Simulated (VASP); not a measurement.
Given:

```
CELL_PARAMETERS angstrom
      1.47500    -2.55477     0.00000
      1.47500     2.55477     0.00000
      0.00000     0.00000     4.68000
ATOMIC_POSITIONS crystal
  Ti 0.33333 0.66667 0.25000
  Ti 0.66667 0.33333 0.75000
```

The numbers are results of AM05 GGA, VASP's PBE PAW potentials (set 64) (plane waves; VASP), not measurements. Numerical set-up: 520 eV cut-off, 13×13×7 Γ-centred mesh, first-order Methfessel-Paxton smearing of 0.10 eV, potentials Ti_sv.

Energy and stress use the plane-wave basis of the starting cell.

**Question.** The ions, cell shape and volume are relaxed. Which structure does the run end with?

**Answer.** 
```
CELL_PARAMETERS angstrom
      1.44959    -2.51077     0.00000
      1.44959     2.51077     0.00000
      0.00000     0.00000     4.59468
ATOMIC_POSITIONS crystal
  Ti 0.33333 0.66667 0.25000
  Ti 0.66667 0.33333 0.75000
```
Space group P6_3/mmc (194), at a tolerance of 0.03 Å.

**Question.** How do energy and volume change from the first to the last step?

**Answer.** The energy (σ→0) changes by -16.9 meV/atom and the volume by -5.2 %, in 3 ionic steps.

```csv
step,E(σ→0) (eV),max force (eV/Å),pressure (GPa),volume (Å³)
1,-16.1845,0.000,-5.68,35.27
2,-16.1998,0.000,4.80,32.18
3,-16.2183,0.000,0.00,33.45
```

The compound is Ti in the hcp structure. This run relaxes it. Symmetry was kept, so distortions that lower it aren't found.
